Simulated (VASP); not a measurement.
These are PBE GGA, VASP's PBE PAW potentials (set 64) (plane waves; VASP 6.6.1) values and carry that method's errors.

Input for VASP

### KPOINTS
```
Automatic mesh
0
Gamma
7 7 10
0 0 0
```

**POSCAR**
```
TiO2
1
    4.6457208815     0.0000000000     0.0000000000
    0.0000000000     4.6457208815     0.0000000000
    0.0000000000     0.0000000000     2.9697535030
Ti O
2 4
Direct
  0.0000000000   0.0000000000   0.0000000000
  0.5000000000   0.5000000000   0.5000000000
  0.3050000000   0.3050000000   0.0000000000
  0.8050000000   0.1950000000   0.5000000000
  0.1950000000   0.8050000000   0.5000000000
  0.6950000000   0.6950000000   0.0000000000
```

INCAR:
```
! general
SYSTEM =TiO2
PREC   =Normal
ENCUT  =450
LREAL  =.FALSE.
LASPH  =.TRUE.

! electronic loop
EDIFF  =1E-5
NELM   =100
NELMIN =4
ALGO   =Fast
LMAXMIX=4

! smearing
ISMEAR =0
SIGMA  =0.05

! functional
GGA    =PE

! ions
IBRION =2
NSW    =20
ISIF   =2
EDIFFG =-0.03

! output
LWAVE  =.FALSE.
LCHARG =.FALSE.
```

POTCAR, in this order: Ti_sv O (PBE.64 set). Program: vasp_std.

The run wrote:

### OSZICAR
```
       N       E                     dE             d eps       ncg     rms          rms(c)
DAV:   1     0.640315485629E+03    0.64032E+03   -0.23074E+04  3360   0.183E+03
DAV:   2     0.290205510340E+02   -0.61129E+03   -0.59289E+03  3884   0.551E+02
DAV:   3    -0.666859815638E+02   -0.95707E+02   -0.93486E+02  5056   0.201E+02
DAV:   4    -0.711468023359E+02   -0.44608E+01   -0.44562E+01  4500   0.443E+01
DAV:   5    -0.713411793088E+02   -0.19438E+00   -0.19434E+00  4656   0.754E+00    0.315E+01
RMM:   6    -0.533265223975E+02    0.18015E+02   -0.10764E+02  4684   0.652E+01    0.857E+00
RMM:   7    -0.533142131528E+02    0.12309E-01   -0.96392E+00  4414   0.210E+01    0.681E+00
RMM:   8    -0.535577487481E+02   -0.24354E+00   -0.42261E+00  4452   0.126E+01    0.362E+00
RMM:   9    -0.536332322077E+02   -0.75483E-01   -0.16898E+00  5002   0.675E+00    0.137E+00
RMM:  10    -0.536915738969E+02   -0.58342E-01   -0.53598E-01  5230   0.303E+00    0.241E+00
RMM:  11    -0.536910153648E+02    0.55853E-03   -0.19533E-01  4567   0.305E+00    0.142E+00
RMM:  12    -0.536953039660E+02   -0.42886E-02   -0.96863E-02  5032   0.153E+00    0.126E+00
RMM:  13    -0.536981341178E+02   -0.28302E-02   -0.29588E-02  5423   0.744E-01    0.138E+00
RMM:  14    -0.536980881514E+02    0.45966E-04   -0.76324E-03  5288   0.428E-01    0.132E+00
RMM:  15    -0.536994657068E+02   -0.13776E-02   -0.48645E-03  5209   0.423E-01    0.111E+00
RMM:  16    -0.536959891640E+02    0.34765E-02   -0.52541E-03  4965   0.459E-01    0.888E-01
RMM:  17    -0.536956916321E+02    0.29753E-03   -0.88789E-04  5087   0.179E-01    0.818E-01
RMM:  18    -0.536954517215E+02    0.23991E-03   -0.27784E-04  4561   0.973E-02    0.774E-01
RMM:  19    -0.536937565280E+02    0.16952E-02   -0.22671E-03  5372   0.352E-01    0.440E-01
RMM:  20    -0.536931045593E+02    0.65197E-03   -0.31532E-03  5648   0.381E-01    0.107E-01
RMM:  21    -0.536931133557E+02   -0.87964E-05   -0.56460E-04  4597   0.118E-01    0.370E-02
RMM:  22    -0.536930982259E+02    0.15130E-04   -0.10001E-04  3666   0.574E-02    0.213E-02
RMM:  23    -0.536930941813E+02    0.40446E-05   -0.42021E-05  2901   0.423E-02
   1 F= -.53693094E+02 E0= -.53693094E+02  d E =-.536931E+02
```

### OUTCAR
```
------------------------ aborting loop because EDIFF is reached ----------------------------------------
  FORCE on cell =-STRESS in cart. coord.  units (eV):
  Direction    XX          YY          ZZ          XY          YZ          ZX
  --------------------------------------------------------------------------------------
  Total       -0.4980230     -0.4980230     -0.6249058      0.0000000      0.0000000      0.0000000
  in kB      -12.4489673    -12.4489673    -15.6206279      0.0000000      0.0000000      0.0000000
  external PRESSURE =     -13.5061875 kB  Pullay stress =       0.0000000 kB
  volume of cell :       64.10
      direct lattice vectors                 reciprocal lattice vectors
     4.645720881  0.000000000  0.000000000     0.215251847  0.000000000  0.000000000
     0.000000000  4.645720881  0.000000000     0.000000000  0.215251847  0.000000000
     0.000000000  0.000000000  2.969753503     0.000000000  0.000000000  0.336728284
 POSITION                                       TOTAL-FORCE (eV/Angst)
 -----------------------------------------------------------------------------------
      0.00000      0.00000      0.00000         0.000000      0.000000      0.000000
      2.32286      2.32286      1.48488         0.000000      0.000000      0.000000
      1.41694      1.41694      0.00000         0.005051      0.005051      0.000000
      3.73981      0.90592      1.48488         0.005051     -0.005051      0.000000
      0.90592      3.73981      1.48488        -0.005051      0.005051      0.000000
      3.22878      3.22878      0.00000        -0.005051     -0.005051      0.000000
 -----------------------------------------------------------------------------------
    total drift:                                0.000000     -0.000000      0.000000
  FREE ENERGIE OF THE ION-ELECTRON SYSTEM (eV)
  ---------------------------------------------------
  free  energy   TOTEN  =       -53.6930941813 eV

  energy  without entropy=      -53.6930941813  energy(sigma->0) =      -53.69309418

 reached required accuracy - stopping structural energy minimisation
```
(Selected blocks of OUTCAR.)

### OUTCAR
```
 val. band max:        4.5511523600   @ k =   0.0000   0.0000   0.0000

 cond. band min:       6.4389396585   @ k =   0.4286   0.4286   0.0000


 Fermi energy:         4.8961602689

 k-point     1 :       0.0000    0.0000    0.0000
  band No.  band energies     occupation
      1     -52.4268      2.00000
      2     -52.4123      2.00000
      3     -28.7125      2.00000
      4     -28.7125      2.00000
      5     -28.5647      2.00000
      6     -28.5647      2.00000
      7     -28.5229      2.00000
      8     -28.4938      2.00000
      9     -13.5109      2.00000
     10     -12.3900      2.00000
     11     -11.7184      2.00000
     12     -11.7184      2.00000
     13      -1.0819      2.00000
     14      -0.6441      2.00000
     15      -0.1740      2.00000
     16       0.8469      2.00000
     17       0.8469      2.00000
     18       2.0440      2.00000
     19       2.0440      2.00000
     20       2.6515      2.00000
     21       3.8749      2.00000
     22       4.1158      2.00000
     23       4.1158      2.00000
     24       4.5512      2.00000
     25       6.4729      0.00000
     26       6.6841      0.00000
     27       6.9326      0.00000
     28       6.9994      0.00000

 k-point     2 :       0.1429    0.0000    0.0000
  band No.  band energies     occupation
      1     -52.4260      2.00000
      2     -52.4129      2.00000
      3     -28.7068      2.00000
      4     -28.7063      2.00000
      5     -28.5715      2.00000
      6     -28.5710      2.00000
      7     -28.5215      2.00000
      8     -28.4952      2.00000
      9     -13.4437      2.00000
     10     -12.3967      2.00000
     11     -11.7819      2.00000
     12     -11.7417      2.00000
     13      -0.9540      2.00000
     14      -0.5679      2.00000
     15      -0.0489      2.00000
     16       0.8545      2.00000
     17       0.8598      2.00000
     18       1.9248      2.00000
     19       2.0144      2.00000
     20       2.6630      2.00000
...
```

At this cut-off the stress carries a Pulay error, which pulls relaxed volumes low.

The compound is TiO2 in the rutile structure. It was relaxed first.
